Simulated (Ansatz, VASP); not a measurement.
# Cross-check of Zr3GeB (Zr3GeB antiperovskite) between VASP and Ansatz, part 3 of 3

Aim: how closely do two programs agree when they are given the same cell, functional and k mesh? The cell is generated by rule, not measured, and may not be a known phase. The cell is taken from a series of runs on this material, whose earlier steps may have relaxed, scaled, displaced or heated it; both programs get it as it stands.

VASP 6.6.1 and Ansatz 0.2.0.

So far: Starting point; Ansatz: zone-centre phonons, PBEsol; VASP: zone-centre phonons, PBEsol.

## 3. VASP: zone-centre phonons, PBEsol (continued)

Level of this step: PBEsol; plane waves and PAW (Ge_d, Zr_sv, B); invented cell (VASP).

Numbers of over 12 decimals in the logs are rounded to 6 here.

OUTCAR, selected parts (step 3):

```text
ion  position               nearest neighbor table
   1  0.000  0.000  0.000-   2 3.20   3 3.20   4 3.20   3 3.20   4 3.20   2 3.20   4 3.20   4 3.20
                             2 3.20   3 3.20   3 3.20   2 3.20
   2  0.500  0.500  0.000-   5 2.26   5 2.26   4 3.20   1 3.20   3 3.20   4 3.20   3 3.20   1 3.20
                             3 3.20   3 3.20   1 3.20   4 3.20   4 3.20   1 3.20
   3  0.500  0.000  0.500-   5 2.26   5 2.26   4 3.20   1 3.20   1 3.20   2 3.20   2 3.20   4 3.20
                             2 3.20   2 3.20   1 3.20   4 3.20   1 3.20   4 3.20
   4  0.000  0.500  0.500-   5 2.26   5 2.26   3 3.20   1 3.20   1 3.20   2 3.20   1 3.20   3 3.20
                             1 3.20   2 3.20   3 3.20   2 3.20   2 3.20   3 3.20
   5  0.500  0.500  0.500-   2 2.26   3 2.26   4 2.26   2 2.26   3 2.26   4 2.26

  LATTYP: Found a simple cubic cell.
 ALAT       =     4.5251622217

 Subroutine GETGRP returns: Found 48 space group operations
 (whereof 48 operations were pure point group operations)

The static configuration has the point symmetry O_h .

 Found     10 irreducible k-points:

   k-points           NKPTS =     10   k-points in BZ     NKDIM =     10   number of bands    NBANDS=     32

   dimension x,y,z NGX =    36 NGY =   36 NGZ =   36
   dimension x,y,z NGXF=    72 NGYF=   72 NGZF=   72

   ENCUT  =  500.0 eV  36.75 Ry    6.06 a.u.   8.25  8.25  8.25*2*pi/ulx,y,z

   NELECT =      53.0000    total number of electrons

 k-points in reciprocal lattice and weights: Automatic mesh
   0.00000000  0.00000000  0.00000000       0.016
   0.25000000  0.00000000  0.00000000       0.094
   0.50000000  0.00000000  0.00000000       0.047
   0.25000000  0.25000000  0.00000000       0.188
   0.50000000  0.25000000  0.00000000       0.188
   0.50000000  0.50000000  0.00000000       0.047
   0.25000000  0.25000000  0.25000000       0.125
   0.50000000  0.25000000  0.25000000       0.188
   0.50000000  0.50000000  0.25000000       0.094
   0.50000000  0.50000000  0.50000000       0.016

 average (electrostatic) potential at core
       1 -70.1181       2 -74.6907       3 -74.6907       4 -74.6907       5 -22.8565

  Total        0.2488932      0.2488932      0.2488932     -0.0000000      0.0000000     -0.0000000
  in kB        4.3034943      4.3034943      4.3034943     -0.0000000      0.0000000     -0.0000000
  external PRESSURE =       4.3034943 kB  Pullay stress =       0.0000000 kB

  energy-cutoff  :      500.00
  volume of cell :       92.66
      direct lattice vectors                 reciprocal lattice vectors
     4.525162222  0.000000000  0.000000000     0.220986553  0.000000000  0.000000000
     0.000000000  4.525162222  0.000000000     0.000000000  0.220986553  0.000000000
     0.000000000  0.000000000  4.525162222     0.000000000  0.000000000  0.220986553

 POSITION                                       TOTAL-FORCE (eV/Angst)
 -----------------------------------------------------------------------------------
      0.00000      0.00000      0.00000         0.000000      0.000000      0.000000
      2.26258      2.26258      0.00000         0.000000      0.000000      0.000000
      2.26258      0.00000      2.26258         0.000000      0.000000      0.000000
      0.00000      2.26258      2.26258         0.000000      0.000000      0.000000
      2.26258      2.26258      2.26258         0.000000      0.000000      0.000000
 -----------------------------------------------------------------------------------
    total drift:                                0.000000      0.000000      0.000000

 Eigenvectors and eigenvalues of the dynamical matrix
 ----------------------------------------------------

   1 f  =   19.295195 THz   121.235287 2PiTHz  643.618431 cm-1    79.798479 meV
             X         Y         Z           dx          dy          dz
      0.000000  0.000000  0.000000    -0.000000   -0.000000   -0.031915
      2.262581  2.262581  0.000000     0.000000    0.000000   -0.341686
      2.262581  0.000000  2.262581     0.000000   -0.000000    0.023219
      0.000000  2.262581  2.262581    -0.000000    0.000000    0.023219
      2.262581  2.262581  2.262581     0.000000    0.000000    0.938698

   2 f  =   19.295195 THz   121.235287 2PiTHz  643.618431 cm-1    79.798479 meV
             X         Y         Z           dx          dy          dz
      0.000000  0.000000  0.000000     0.001474    0.031881    0.000000
      2.262581  2.262581  0.000000    -0.001072   -0.023194    0.000000
      2.262581  0.000000  2.262581    -0.001072    0.341321   -0.000000
      0.000000  2.262581  2.262581     0.015783   -0.023194   -0.000000
      2.262581  2.262581  2.262581    -0.043359   -0.937696    0.000000

   3 f  =   19.295195 THz   121.235287 2PiTHz  643.618431 cm-1    79.798479 meV
             X         Y         Z           dx          dy          dz
      0.000000  0.000000  0.000000    -0.031881    0.001474    0.000000
      2.262581  2.262581  0.000000     0.023194   -0.001072   -0.000000
      2.262581  0.000000  2.262581     0.023194    0.015783    0.000000
      0.000000  2.262581  2.262581    -0.341321   -0.001072    0.000000
      2.262581  2.262581  2.262581     0.937696   -0.043359    0.000000

   4 f  =    5.321832 THz    33.438057 2PiTHz  177.517211 cm-1    22.009319 meV
             X         Y         Z           dx          dy          dz
      0.000000  0.000000  0.000000     0.161513    0.198607   -0.067331
      2.262581  2.262581  0.000000     0.199845    0.245741    0.201577
      2.262581  0.000000  2.262581     0.199845   -0.594594   -0.083310
      0.000000  2.262581  2.262581    -0.483542    0.245741   -0.083310
      2.262581  2.262581  2.262581    -0.180404   -0.221836    0.075206

   5 f  =    5.321832 THz    33.438057 2PiTHz  177.517211 cm-1    22.009319 meV
             X         Y         Z           dx          dy          dz
      0.000000  0.000000  0.000000     0.205247   -0.167146   -0.000688
      2.262581  2.262581  0.000000     0.253957   -0.206815    0.002059
      2.262581  0.000000  2.262581     0.253957    0.500407   -0.000851
      0.000000  2.262581  2.262581    -0.614473   -0.206815   -0.000851
      2.262581  2.262581  2.262581    -0.229253    0.186696    0.000768

   6 f  =    5.321832 THz    33.438057 2PiTHz  177.517211 cm-1    22.009319 meV
             X         Y         Z           dx          dy          dz
      0.000000  0.000000  0.000000     0.043033    0.051789    0.255990
      2.262581  2.262581  0.000000     0.053246    0.064080   -0.766388
      2.262581  0.000000  2.262581     0.053246   -0.155046    0.316743
      0.000000  2.262581  2.262581    -0.128833    0.064080    0.316743
      2.262581  2.262581  2.262581    -0.048066   -0.057846   -0.285930

   7 f  =    4.960550 THz    31.168055 2PiTHz  165.466136 cm-1    20.515177 meV
             X         Y         Z           dx          dy          dz
      0.000000  0.000000  0.000000    -0.000000   -0.000000    0.000000
      2.262581  2.262581  0.000000    -0.063852    0.130207    0.000000
      2.262581  0.000000  2.262581     0.063852    0.000000    0.692076
      0.000000  2.262581  2.262581     0.000000   -0.130207   -0.692076
      2.262581  2.262581  2.262581     0.000000    0.000000    0.000000

   8 f  =    4.960550 THz    31.168055 2PiTHz  165.466136 cm-1    20.515177 meV
             X         Y         Z           dx          dy          dz
      0.000000  0.000000  0.000000     0.000000   -0.000000   -0.000000
      2.262581  2.262581  0.000000    -0.395715    0.568193   -0.000000
      2.262581  0.000000  2.262581     0.395715    0.000000   -0.143409
      0.000000  2.262581  2.262581    -0.000000   -0.568193    0.143409
      2.262581  2.262581  2.262581    -0.000000    0.000000   -0.000000

   9 f  =    4.960550 THz    31.168055 2PiTHz  165.466136 cm-1    20.515177 meV
             X         Y         Z           dx          dy          dz
      0.000000  0.000000  0.000000     0.000000    0.000000    0.000000
      2.262581  2.262581  0.000000    -0.582522   -0.400253    0.000000
      2.262581  0.000000  2.262581     0.582522   -0.000000    0.021560
      0.000000  2.262581  2.262581    -0.000000    0.400253   -0.021560
      2.262581  2.262581  2.262581    -0.000000   -0.000000    0.000000

  10 f  =    3.127880 THz    19.653049 2PiTHz  104.334843 cm-1    12.935866 meV
             X         Y         Z           dx          dy          dz
      0.000000  0.000000  0.000000    -0.046636    0.030682    0.850273
      2.262581  2.262581  0.000000     0.020168   -0.013269   -0.033023
      2.262581  0.000000  2.262581     0.020168   -0.001192   -0.367711
      0.000000  2.262581  2.262581     0.001811   -0.013269   -0.367711
      2.262581  2.262581  2.262581    -0.001924    0.001266    0.035079

  11 f  =    3.127880 THz    19.653049 2PiTHz  104.334843 cm-1    12.935866 meV
             X         Y         Z           dx          dy          dz
      0.000000  0.000000  0.000000    -0.705113    0.475163   -0.055820
      2.262581  2.262581  0.000000     0.304935   -0.205490    0.002168
      2.262581  0.000000  2.262581     0.304935   -0.018455    0.024140
      0.000000  2.262581  2.262581     0.027386   -0.205490    0.024140
      2.262581  2.262581  2.262581    -0.029090    0.019603   -0.002303

  12 f  =    3.127880 THz    19.653049 2PiTHz  104.334843 cm-1    12.935866 meV
             X         Y         Z           dx          dy          dz
      0.000000  0.000000  0.000000     0.476153    0.706653    0.000617
      2.262581  2.262581  0.000000    -0.205918   -0.305601   -0.000024
      2.262581  0.000000  2.262581    -0.205918   -0.027445   -0.000267
      0.000000  2.262581  2.262581    -0.018493   -0.305601   -0.000267
      2.262581  2.262581  2.262581     0.019644    0.029154    0.000025

  13 f/i=    0.010523 THz     0.066117 2PiTHz    0.351004 cm-1     0.043519 meV
             X         Y         Z           dx          dy          dz
      0.000000  0.000000  0.000000    -0.393184    0.183979   -0.119975
      2.262581  2.262581  0.000000    -0.442061    0.206849   -0.134301
      2.262581  0.000000  2.262581    -0.442061    0.205947   -0.134889
      0.000000  2.262581  2.262581    -0.440133    0.206849   -0.134889
      2.262581  2.262581  2.262581    -0.151708    0.070987   -0.046292

  14 f/i=    0.010523 THz     0.066117 2PiTHz    0.351004 cm-1     0.043519 meV
             X         Y         Z           dx          dy          dz
      0.000000  0.000000  0.000000     0.188160    0.409047    0.010623
      2.262581  2.262581  0.000000     0.211550    0.459895    0.011892
      2.262581  0.000000  2.262581     0.211550    0.457889    0.011944
      0.000000  2.262581  2.262581     0.210627    0.459895    0.011944
      2.262581  2.262581  2.262581     0.072600    0.157828    0.004099

  15 f/i=    0.010523 THz     0.066117 2PiTHz    0.351004 cm-1     0.043519 meV
             X         Y         Z           dx          dy          dz
      0.000000  0.000000  0.000000    -0.113306    0.040850    0.433969
      2.262581  2.262581  0.000000    -0.127390    0.045928    0.485788
      2.262581  0.000000  2.262581    -0.127390    0.045727    0.487916
      0.000000  2.262581  2.262581    -0.126835    0.045928    0.487916
      2.262581  2.262581  2.262581    -0.043718    0.015762    0.167444

 ELASTIC MODULI CONTR FROM IONIC RELAXATION (kBar)
 Direction    XX          YY          ZZ          XY          YZ          ZX
 --------------------------------------------------------------------------------
 XX           0.0000      0.0000      0.0000      0.0000      0.0000      0.0000
 YY           0.0000      0.0000      0.0000      0.0000      0.0000      0.0000
 ZZ           0.0000      0.0000      0.0000      0.0000      0.0000      0.0000
 XY           0.0000      0.0000      0.0000      0.0000      0.0000      0.0000
 YZ           0.0000      0.0000      0.0000      0.0000      0.0000      0.0000
 ZX           0.0000      0.0000      0.0000      0.0000      0.0000      0.0000
 --------------------------------------------------------------------------------
```

## 4. Comparison

Known differences besides the potentials themselves: VASP's run holds the zone centre alone; the cutoff is 420 eV in Ansatz and 500 eV in VASP; Ansatz makes its cores anew for this functional, VASP keeps those of its PBE data sets. Total energies have different zeros and are not compared.

Compared:

```csv
quantity,Ansatz,VASP,difference
optical mode 1 to 3 (cm⁻¹),103.7,104.3,-0.66 %
optical mode 4 to 6 (cm⁻¹),164.9,165.5,-0.31 %
optical mode 7 to 9 (cm⁻¹),176.8,177.5,-0.43 %
optical mode 10 to 12 (cm⁻¹),642.0,643.6,-0.25 %
```

Modes are paired by rising frequency, not by their patterns, so a pair may set unlike modes beside each other; they are those without the splitting of longitudinal modes.

## 5. Results

```yaml
r_m_s_difference_of_the_optical_zone_centre_modes_each_program_s_sorted_by_frequency_zone_centre_phonons_pbesol: 1.0 cm⁻¹
difference_in_optical_mode_1_to_3_zone_centre_phonons_pbesol: -0.7 %
```

**Reading.** The r.m.s. difference of the optical zone-centre modes, each program's sorted by frequency is 1.0 cm⁻¹ (zone-centre phonons, PBEsol). Among the rows given in per cent, the largest difference of the zone-centre phonons, PBEsol pair is in optical mode 1 to 3, -0.7 %. Such differences can come from data sets, numerical settings and the points named under the comparisons, not from the functional's error against experiment.

[Lines on the potential files, build, host, timing and source positions are cut from VASP's logs without a mark.]

[Logs are printed without paths, hosts, clocks, repeated set-up lines and the standing remarks that a program may print on its own settings, such as how far it seeks lower states.]

[Hosts, paths, dates, database ids (printed as entryN), source tags and the programs' standing remarks are cut or masked in the printed files.]
